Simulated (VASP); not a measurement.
# A VASP study of BaTiO3 (r2SCAN): structure first, properties next, part 5 of 5

What structure does BaTiO3 take at this level, and what are its properties? The start is a cell from a database of measured crystal structures.

VASP 6.6.1; r2SCAN; plane waves and PAW (Ba_sv, Ti_sv, O).

So far, gap on the k-mesh (eV): step 2 (relaxing cell and atoms (r2SCAN)) 2.24; step 3 (density, ELF and potential (r2SCAN)) 2.24; step 5 (total and projected DOS (r2SCAN)) 2.19.

**7. Independent-particle dielectric function (r2SCAN)**

LOPTICS sums transitions from filled to empty bands. NBANDS is raised for it.

The input, INCAR:

```
SYSTEM = BaTiO3
PREC = Accurate
ENCUT = 520
EDIFF = 1E-06
NELM = 100
ISMEAR = 0
SIGMA = 0.05
LREAL = .FALSE.
ALGO = Normal
METAGGA = R2SCAN
LASPH = .TRUE.
NBANDS = 60
LORBIT = 11
LWAVE = .FALSE.
LCHARG = .FALSE.
KPAR = 4
LOPTICS = .TRUE.
NEDOS = 1500
CSHIFT = 0.1
```

The input, POSCAR:

```
BaTiO3
1.0
    4.0085032005      0.0000000000      0.0000000000
    0.0000000000      4.0085032005      0.0000000000
    0.0000000000      0.0000000000      4.0085032005
Ba Ti O
1 1 3
Direct
    0.5000000000      0.5000000000      0.5000000000
    0.0000000000      0.0000000000      0.0000000000
    0.5000000000      0.0000000000      0.0000000000
    0.0000000000      0.5000000000      0.0000000000
    0.0000000000      0.0000000000      0.5000000000
```

The input, KPOINTS:

```
Automatic mesh
0
Gamma
7 7 7
0 0 0
```

Potentials, in the order of the species: Ba_sv, Ti_sv and O (PBE family, release 64).

Run with:

```bash
mpirun -np 4 vasp_std
```

Output:

```text
[... set-up lines as in an earlier step ...]
 entering main loop
       N       E                     dE             d eps       ncg     rms          rms(c)
DAV:   1     0.303715134035E+03    0.30372E+03   -0.16940E+04  2400   0.721E+02
DAV:   2    -0.650385560883E+02   -0.36875E+03   -0.33964E+03  2560   0.233E+02
DAV:   3    -0.963558180804E+02   -0.31317E+02   -0.30267E+02  3068   0.683E+01
DAV:   4    -0.972959986981E+02   -0.94018E+00   -0.93673E+00  2984   0.109E+01
DAV:   5    -0.973067532390E+02   -0.10755E-01   -0.10752E-01  2904   0.116E+00    0.225E+01
DAV:   6    -0.737959243317E+02    0.23511E+02   -0.10325E+01  2892   0.315E+01    0.650E+00
DAV:   7    -0.742135541294E+02   -0.41763E+00   -0.20004E+00  2764   0.551E+00    0.477E+00
DAV:   8    -0.742603894242E+02   -0.46835E-01   -0.24977E-01  3204   0.304E+00    0.157E+00
DAV:   9    -0.742383749772E+02    0.22014E-01   -0.11150E-01  2796   0.181E+00    0.576E-01
DAV:  10    -0.742408482429E+02   -0.24733E-02   -0.18446E-02  2976   0.629E-01    0.657E-01
DAV:  11    -0.742360329769E+02    0.48153E-02   -0.20927E-02  2784   0.808E-01    0.186E-01
DAV:  12    -0.742354864709E+02    0.54651E-03   -0.10333E-03  2740   0.179E-01    0.444E-02
DAV:  13    -0.742355146420E+02   -0.28171E-04   -0.21417E-04  2912   0.589E-02    0.156E-02
DAV:  14    -0.742355188272E+02   -0.41852E-05   -0.20739E-05  2744   0.227E-02    0.122E-02
DAV:  15    -0.742355186484E+02    0.17887E-06   -0.63165E-06  2968   0.134E-02
   1 F= -.74235519E+02 E0= -.74235519E+02  d E =-.175399E-13
 optical routines
 imaginary and real dielectric function
 direction            1
 direction            2
 direction            3
```

Wall time 33 s (4 MPI ranks of Intel Xeon 6975P-C (Granite Rapids), shared host); peak memory 0.98 GiB.

Parts of OUTCAR (step 7):

```text
   k-points           NKPTS =     20   k-points in BZ     NKDIM =     20   number of bands    NBANDS=     60

   NELECT =      40.0000    total number of electrons

 E-fermi :   3.6827

 k-point     1 :       0.0000    0.0000    0.0000
  band No.  band energies     occupation
    ...
     16       2.3803      2.00000
     17       2.3803      2.00000
     18       3.3369      2.00000
     19       3.3369      2.00000
     20       3.3369      2.00000
     21       5.6203      0.00000
     22       5.6203      0.00000
     23       5.6203      0.00000
     24       7.6325      0.00000
     25       7.6325      0.00000
    ...

  Total       -0.0019219     -0.0019219     -0.0019219     -0.0000000     -0.0000000      0.0000000
  in kB       -0.0478075     -0.0478075     -0.0478075     -0.0000000     -0.0000000      0.0000000
  external PRESSURE =      -0.0478075 kB  Pullay stress =       0.0000000 kB

  FREE ENERGIE OF THE ION-ELECTRON SYSTEM (eV)
  ---------------------------------------------------
  free  energy   TOTEN  =       -74.2355186484 eV

  energy  without entropy=      -74.2355186484  energy(sigma->0) =      -74.23551865

 plasma frequency squared (from intraband transitions) (eV^2)
  --------------------------------------------------------------------------------------
       0.000      -0.000      -0.000
      -0.000       0.000      -0.000
      -0.000       0.000       0.000

[... 8 parts as in an earlier step ...]

[... 9 further parts left out ...]
```

These are independent-particle spectra without excitons or local fields. Their onset and peaks carry the functional's gap error, and fine structure and low peaks depend on the mesh and on CSHIFT.

This step gave:

| Quantity | Value |
| --- | --- |
| SCF cycles | 15 |
| bands | 60 |
| irreducible k-points | 20 |
| Fermi energy | 3.683 eV |
| pressure | -0.004781 GPa |
| gap on the k-mesh | 2.184 eV |
| least direct gap on the k-mesh | 2.283 eV |

The imaginary dielectric function, xx has structure finer than the step of the table below, so its rows give means over 1 eV, whole bins alone (the curve runs from 0 to 24.9 eV). Peaks (eV: height): 3.7: 6.37, 4.4: 8.98, 7.4: 4.91, 8.6: 4.36, 9.4: 5.39, 9.9: 4.54, 19.3: 4.76.

Table of imaginary dielectric function, xx by photon energy; means over each step:

| photon energy (eV) | imaginary dielectric function, xx |
| --- | --- |
| 1 | 0.0464 |
| 2 | 0.365 |
| 3 | 2.35 |
| 4 | 6.44 |
| 5 | 5.28 |
| 6 | 2.77 |
| 7 | 3.33 |
| 8 | 3.55 |
| 9 | 4.02 |
| 10 | 3.99 |
| 11 | 3.66 |
| 12 | 2.35 |
| 13 | 1.45 |
| 14 | 0.759 |
| 15 | 0.517 |
| 16 | 1.48 |
| 17 | 1.56 |
| 18 | 2.79 |
| 19 | 4.18 |
| 20 | 4.08 |
| 21 | 2.15 |
| 22 | 1.38 |
| 23 | 1.02 |
| 24 | 0.889 |

The real dielectric function, xx by photon energy:

| photon energy (eV) | real dielectric function, xx |
| --- | --- |
| 0.0 | 6.02 |
| 0.5 | 6.07 |
| 1.0 | 6.22 |
| 1.5 | 6.53 |
| 2.0 | 7.15 |
| 2.5 | 7.69 |
| 3.0 | 8.61 |
| 3.5 | 8.98 |
| 4.0 | 6.69 |
| 4.5 | 3.35 |
| 5.0 | 0.571 |
| 5.5 | 1.45 |
| 6.0 | 2.80 |
| 6.5 | 3.18 |
| 7.0 | 3.30 |
| 7.5 | 2.68 |
| 8.0 | 2.11 |
| 8.5 | 3.25 |
| 9.0 | 2.79 |
| 9.5 | 0.886 |
| 10.0 | 1.23 |
| 10.5 | 1.19 |
| 11.0 | -0.144 |
| 11.5 | -0.134 |
| 12.0 | -0.348 |
| 12.5 | 0.0197 |
| 13.0 | 0.253 |
| 13.5 | 0.218 |
| 14.0 | 0.720 |
| 14.5 | 0.966 |
| 15.0 | 1.67 |
| 15.5 | 2.20 |
| 16.0 | 2.56 |
| 16.5 | 1.74 |
| 17.0 | 2.27 |
| 17.5 | 2.88 |
| 18.0 | 2.64 |
| 18.5 | 2.40 |
| 19.0 | 1.38 |
| 19.5 | 0.265 |
| 20.0 | -0.732 |
| 20.5 | -1.60 |
| 21.0 | -1.14 |
| 21.5 | -1.29 |
| 22.0 | -0.785 |
| 22.5 | -0.801 |
| 23.0 | -0.600 |
| 23.5 | -0.391 |
| 24.0 | -0.451 |
| 24.5 | -0.363 |

The mean of ε2 over directions passes 5 % of its top at 2.26 eV, against a least direct gap of 2.28 eV on this mesh, so absorption sets in close to the direct gap.

**8. Field gradients at the nuclei (r2SCAN)**

Field gradients probe how far the charge around each nucleus departs from cubic symmetry; LASPH keeps the non-spherical terms inside the spheres.

The input, INCAR:

```
SYSTEM = BaTiO3
PREC = Accurate
ENCUT = 520
EDIFF = 1E-07
NELM = 100
ISMEAR = 0
SIGMA = 0.05
LREAL = .FALSE.
ALGO = Normal
METAGGA = R2SCAN
LASPH = .TRUE.
NBANDS = 26
LORBIT = 11
LWAVE = .FALSE.
LCHARG = .FALSE.
KPAR = 4
LEFG = .TRUE.
```

POSCAR is that of step 7.

The input, KPOINTS:

```
Automatic mesh
0
Gamma
5 5 5
0 0 0
```

Run with:

```bash
mpirun -np 4 vasp_std
```

Output:

```text
[... set-up lines as in an earlier step ...]
 entering main loop
       N       E                     dE             d eps       ncg     rms          rms(c)
DAV:   1     0.413935834893E+03    0.41394E+03   -0.20935E+04   520   0.167E+03
DAV:   2    -0.531415197505E+02   -0.46708E+03   -0.45433E+03   628   0.455E+02
DAV:   3    -0.949891592587E+02   -0.41848E+02   -0.41626E+02   606   0.144E+02
DAV:   4    -0.972600107024E+02   -0.22709E+01   -0.22672E+01   800   0.304E+01
DAV:   5    -0.973056138117E+02   -0.45603E-01   -0.45584E-01   690   0.392E+00    0.226E+01
DAV:   6    -0.735596689047E+02    0.23746E+02   -0.44121E+01   744   0.725E+01    0.653E+00
DAV:   7    -0.741841904296E+02   -0.62452E+00   -0.43139E+00   640   0.127E+01    0.471E+00
DAV:   8    -0.742151586640E+02   -0.30968E-01   -0.46170E-01   658   0.531E+00    0.118E+00
DAV:   9    -0.742345880191E+02   -0.19429E-01   -0.63659E-02   744   0.165E+00    0.665E-01
DAV:  10    -0.742333948445E+02    0.11932E-02   -0.46754E-02   660   0.152E+00    0.219E-01
DAV:  11    -0.742327964261E+02    0.59842E-03   -0.40256E-03   722   0.463E-01    0.110E-01
DAV:  12    -0.742329843650E+02   -0.18794E-03   -0.18188E-03   708   0.382E-01    0.107E-01
DAV:  13    -0.742328096177E+02    0.17475E-03   -0.11850E-03   700   0.268E-01    0.342E-02
DAV:  14    -0.742327944185E+02    0.15199E-04   -0.52734E-05   620   0.610E-02    0.180E-02
DAV:  15    -0.742327917890E+02    0.26295E-05   -0.75980E-06   652   0.166E-02    0.162E-02
DAV:  16    -0.742327889029E+02    0.28861E-05   -0.18733E-05   720   0.397E-02    0.503E-03
DAV:  17    -0.742327888882E+02    0.14709E-07   -0.89698E-07   660   0.754E-03
ion   1
     0.0000000     0.0000000     0.0000000     0.0000000     0.0000000    -0.0000000
     0.0000600     0.0000000     0.0000000     0.0000000     0.0000000    -0.0000000
     0.0000826     0.0000000     0.0000000     0.0000000     0.0000000    -0.0000000
     0.0001137     0.0000000     0.0000000     0.0000000     0.0000000    -0.0000000
     0.0001566     0.0000000     0.0000000     0.0000000     0.0000000    -0.0000000

     0.0000000     0.0000000     0.0000000     0.0000000     0.0000000    -0.0000000
     0.0000600     0.0000000     0.0000000     0.0000000     0.0000000    -0.0000000
     0.0000826     0.0000000     0.0000000     0.0000000     0.0000000    -0.0000000
     0.0001137     0.0000000     0.0000000     0.0000000     0.0000000    -0.0000000
     0.0001566     0.0000000     0.0000000     0.0000000     0.0000000    -0.0000000

ion   2
     0.0000000     0.0000000     0.0000000    -0.0000000     0.0000000     0.0000000
     0.0000422     0.0000000     0.0000000    -0.0000000     0.0000000     0.0000000
     0.0000581     0.0000000     0.0000000    -0.0000000     0.0000000     0.0000000
     0.0000800     0.0000000     0.0000000    -0.0000000     0.0000000     0.0000000
     0.0001102     0.0000000     0.0000000    -0.0000000     0.0000000     0.0000000

     0.0000000     0.0000000     0.0000000    -0.0000000     0.0000000    -0.0000000
     0.0000422     0.0000000     0.0000000    -0.0000000     0.0000000    -0.0000000
     0.0000581     0.0000000     0.0000000    -0.0000000     0.0000000    -0.0000000
     0.0000800     0.0000000     0.0000000    -0.0000000     0.0000000    -0.0000000
     0.0001102     0.0000000     0.0000000    -0.0000000     0.0000000    -0.0000000

ion   3
     0.0000000    -0.0000000    -0.0000000     2.8066750    -0.0000000    -4.8613037
     0.0000293    -0.0000000    -0.0000000     2.8066750    -0.0000000    -4.8613037
     0.0000403    -0.0000000    -0.0000000     2.8066750    -0.0000000    -4.8613036
     0.0000555    -0.0000000    -0.0000000     2.8066749    -0.0000000    -4.8613036
     0.0000765    -0.0000000    -0.0000000     2.8066748    -0.0000000    -4.8613034

     0.0000000    -0.0000000    -0.0000000    10.4245962    -0.0000000   -18.0559303
     0.0000293    -0.0000000    -0.0000000    10.4245933    -0.0000000   -18.0559253
     0.0000403    -0.0000000    -0.0000000    10.4245914    -0.0000000   -18.0559220
     0.0000555    -0.0000000    -0.0000000    10.4245881    -0.0000000   -18.0559162
     0.0000765    -0.0000000    -0.0000000    10.4245826    -0.0000000   -18.0559066

ion   4
     0.0000000     0.0000000     0.0000000     2.8066750    -0.0000000     4.8613037
     0.0000293     0.0000000     0.0000000     2.8066750    -0.0000000     4.8613037
     0.0000403     0.0000000     0.0000000     2.8066750    -0.0000000     4.8613036
     0.0000555     0.0000000     0.0000000     2.8066749    -0.0000000     4.8613036
     0.0000765     0.0000000     0.0000000     2.8066748    -0.0000000     4.8613034

     0.0000000     0.0000000     0.0000000    10.4245962    -0.0000000    18.0559303
     0.0000293     0.0000000     0.0000000    10.4245933    -0.0000000    18.0559253
     0.0000403     0.0000000     0.0000000    10.4245914    -0.0000000    18.0559220
     0.0000555     0.0000000     0.0000000    10.4245881    -0.0000000    18.0559162
     0.0000765     0.0000000     0.0000000    10.4245826    -0.0000000    18.0559066

ion   5
     0.0000000     0.0000000     0.0000000    -5.6133500    -0.0000000    -0.0000000
     0.0000293     0.0000000     0.0000000    -5.6133500    -0.0000000    -0.0000000
     0.0000403     0.0000000     0.0000000    -5.6133499    -0.0000000    -0.0000000
     0.0000555     0.0000000     0.0000000    -5.6133498    -0.0000000    -0.0000000
     0.0000765     0.0000000     0.0000000    -5.6133497    -0.0000000    -0.0000000

     0.0000000     0.0000000     0.0000000   -20.8491925    -0.0000000    -0.0000000
     0.0000293     0.0000000     0.0000000   -20.8491867    -0.0000000    -0.0000000
     0.0000403     0.0000000     0.0000000   -20.8491828    -0.0000000    -0.0000000
     0.0000555     0.0000000     0.0000000   -20.8491762    -0.0000000    -0.0000000
     0.0000765     0.0000000     0.0000000   -20.8491651    -0.0000000    -0.0000000

   1 F= -.74232789E+02 E0= -.74232789E+02  d E =-.314992E-23
```

Wall time 15 s (4 MPI ranks); peak memory 0.69 GiB.

OUTCAR, selected parts (step 8):

```text
   NELECT =      40.0000    total number of electrons

 E-fermi :   3.7261

 k-point     1 :       0.0000    0.0000    0.0000
  band No.  band energies     occupation
    ...
     16       2.3813      2.00000
     17       2.3813      2.00000
     18       3.3379      2.00000
     19       3.3379      2.00000
     20       3.3379      2.00000
     21       5.6181      0.00000
     22       5.6181      0.00000
     23       5.6181      0.00000
     24       7.6304      0.00000
     25       7.6304      0.00000
    ...

  Total       -0.0064157     -0.0064157     -0.0064157     -0.0000000     -0.0000000      0.0000000
  in kB       -0.1595919     -0.1595919     -0.1595919     -0.0000000     -0.0000000      0.0000000
  external PRESSURE =      -0.1595919 kB  Pullay stress =       0.0000000 kB

  FREE ENERGIE OF THE ION-ELECTRON SYSTEM (eV)
  ---------------------------------------------------
  free  energy   TOTEN  =       -74.2327888882 eV

  energy  without entropy=      -74.2327888882  energy(sigma->0) =      -74.23278889

 Electric field gradients after diagonalization (V/A^2)
 (convention: |V_zz| > |V_xx| > |V_yy|)
----------------------------------------------------------------------
 ion       V_xx      V_yy      V_zz     asymmetry (V_yy - V_xx)/ V_zz
----------------------------------------------------------------------
   1       0.000    -0.000    -0.000       0.307
   2      -0.000    -0.000     0.000       0.215
   3     -14.981   -14.981    29.961       0.000
   4     -14.981   -14.981    29.961       0.000
   5     -14.981   -14.981    29.961       0.000
----------------------------------------------------------------------

[... 10 parts as in an earlier step ...]

[... 8 further parts left out ...]
```

Numbers from this step:

```
SCF cycles                     : 17
bands                          : 26
irreducible k-points           : 10
free energy (TOTEN)            : -74.2328 eV
Fermi energy                   : 3.726 eV
pressure                       : -0.01596 GPa
valence top at k               : 0.4, 0.4, 0.4
gap on the k-mesh              : 2.238 eV
least direct gap on the k-mesh : 2.280 eV
```

Electric field gradients, by row:

| atom | Vxx (V/Å²) | Vyy (V/Å²) | Vzz (V/Å²) | asymmetry |
| --- | --- | --- | --- | --- |
| Ba1 | 0 | 0 | 0 | - |
| Ti2 | 0 | 0 | 0 | - |
| O3 | -14.98 | -14.98 | 29.96 | 0 |
| O4 | -14.98 | -14.98 | 29.96 | 0 |
| O5 | -14.98 | -14.98 | 29.96 | 0 |

The largest gradient, 29.96 V/Å², sits on O3 and like sites; times the quadrupole moment of a nucleus that has one, it gives the coupling that NMR and NQR see.

**9. Ionic relaxation at fixed cell (r2SCAN) with a changed input**

This run is made with a changed input; what comes of it follows.

Changes to INCAR since step 8:

```diff
@@ -3,4 +3,4 @@
 ENCUT = 520
-EDIFF = 1E-07
-NELM = 100
+EDIFF = 1E-06
+NELM = 69
 ISMEAR = 0
@@ -16,2 +16,5 @@
 KPAR = 4
-LEFG = .TRUE.
+IBRION = 2
+NSW = 2
+ISIF = 2
+EDIFFG = -0.01
```

POSCAR is that of step 8.

KPOINTS is that of step 8.

Run with:

```bash
mpirun -np 4 vasp_std
```

Output:

```text
[... set-up lines as in an earlier step ...]
 entering main loop
       N       E                     dE             d eps       ncg     rms          rms(c)
[... 14 cycles as in an earlier step ...]
DAV:  15    -0.742327917850E+02    0.26334E-05   -0.75600E-06   612   0.166E-02    0.162E-02
DAV:  16    -0.742327889223E+02    0.28627E-05   -0.19098E-05   712   0.401E-02    0.503E-03
DAV:  17    -0.742327888702E+02    0.52114E-07   -0.81331E-07   372   0.762E-03
   1 F= -.74232789E+02 E0= -.74232789E+02  d E =-.742328E+02
 curvature:   0.00 expect dE= 0.000E+00 dE for cont linesearch  0.000E+00
 trial: gam= 0.00000 g(F)=  0.000E+00 g(S)=  0.000E+00 ort = 0.000E+00 (trialstep = 0.100E+01)
 search vector abs. value=  0.100E-09
 reached required accuracy - stopping structural energy minimisation
```

It took 15 s on 4 MPI ranks; peak memory 0.7 GiB; 56 s of CPU time.

From OUTCAR (step 9):

```text
   NELECT =      40.0000    total number of electrons

 E-fermi :   3.7261

 k-point     3 :       0.4000    0.0000    0.0000
  band No.  band energies     occupation
    ...
     16       1.6760      2.00000
     17       1.7101      2.00000
     18       1.7101      2.00000
     19       2.7967      2.00000
     20       2.7967      2.00000
     21       5.7527      0.00000
     22       7.1783      0.00000
     23       7.1783      0.00000
     24       7.6371      0.00000
     25       9.6072      0.00000
    ...

  Total       -0.0067759     -0.0067759     -0.0067759     -0.0000000      0.0000000      0.0000000
  in kB       -0.1685519     -0.1685519     -0.1685519     -0.0000000      0.0000000      0.0000000
  external PRESSURE =      -0.1685519 kB  Pullay stress =       0.0000000 kB

  FREE ENERGIE OF THE ION-ELECTRON SYSTEM (eV)
  ---------------------------------------------------
  free  energy   TOTEN  =       -74.2327888702 eV

  energy  without entropy=      -74.2327888702  energy(sigma->0) =      -74.23278887

[... 17 parts as in an earlier step ...]

[... 2 further parts left out ...]
```

CONTCAR:

```
BaTiO3
   1.00000000000000
     4.0085032004999999    0.0000000000000000    0.0000000000000000
     0.0000000000000000    4.0085032004999999    0.0000000000000000
     0.0000000000000000    0.0000000000000000    4.0085032004999999
  Ba              Ti              O
     1     1     3
Direct
     0.5000000000000000    0.5000000000000000    0.5000000000000000
     0.0000000000000000    0.0000000000000000    0.0000000000000000
     0.5000000000000000    0.0000000000000000    0.0000000000000000
     0.0000000000000000    0.5000000000000000    0.0000000000000000
     0.0000000000000000    0.0000000000000000    0.5000000000000000
```

The run converged. In energy (within 2 meV an atom) it ends like the sound relaxation.

Energy and pressure equal those of the sound run on this cell, within 0.05 meV an atom and 0.01 GPa.

Settings moved from the usual: NELM = 69 and NSW = 2.

**10. Results**

```json
{
  "relaxed volume": "12.88 Å³/atom",
  "relaxed conventional cell a, b, c": "4.009, 4.009, 4.009 Å",
  "space group after relaxing, within 0.02 Å": "Pm-3m (No. 221)",
  "band gap": "2.12 eV, indirect (least direct gap of that run 2.28 eV)",
  "gap among the points of the DOS mesh alone, an upper bound": "2.19 eV",
  "highest zone-centre mode": "473 cm⁻¹",
  "imaginary zone-centre modes": "3, down to 213i cm⁻¹",
  "strongest peak of ε2, mean over directions": "4.37 eV",
  "ε1 at zero frequency, no local fields, mean": "6.02",
  "largest field gradient Vzz": "29.96 V/Å² on O3"
}
```

With r2SCAN, BaTiO3 relaxes to 12.88 Å³/atom in space group Pm-3m (held by the symmetry of the run) and has an indirect gap of 2.12 eV. Against the listed cell the volume lies +0.2 %. Band structure (r2SCAN): The path shows an indirect gap of 2.12 eV (valence top at R, conduction bottom at Γ). The least direct gap is 2.28 eV. Zone-centre phonons (r2SCAN): The highest mode in this list at Γ, 472.9 cm⁻¹, is mostly motion of O (96 % of the kinetic energy). 3 modes are imaginary, down to 212.6i cm⁻¹: the energy falls along them. Spin-orbit coupling is left out, and with elements this heavy it would split and shift bands near the edges, and it can change the kind of a small gap. Imaginary modes at Γ mean that the cell would distort to a lower symmetry. No search among competing phases was made, and a listed structure need not be the one stable at ambient conditions. All values are for a static lattice at zero temperature.

[Lines on the potential files, build, host, timing and source positions are cut from VASP's logs without a mark.]

[Logs are printed without paths, hosts, clocks, repeated set-up lines and the standing remarks that a program may print on its own settings, such as how far it seeks lower states.]

[Hosts, paths, dates, database ids (printed as entryN), source tags and the programs' standing remarks are cut or masked in the printed files.]

[A measured line is paired with the nearest computed mode of its activity, which favours agreement.]

[In band tables of VASP the shares of atoms and orbitals are scaled to a sum of 1 inside the atoms' spheres.]
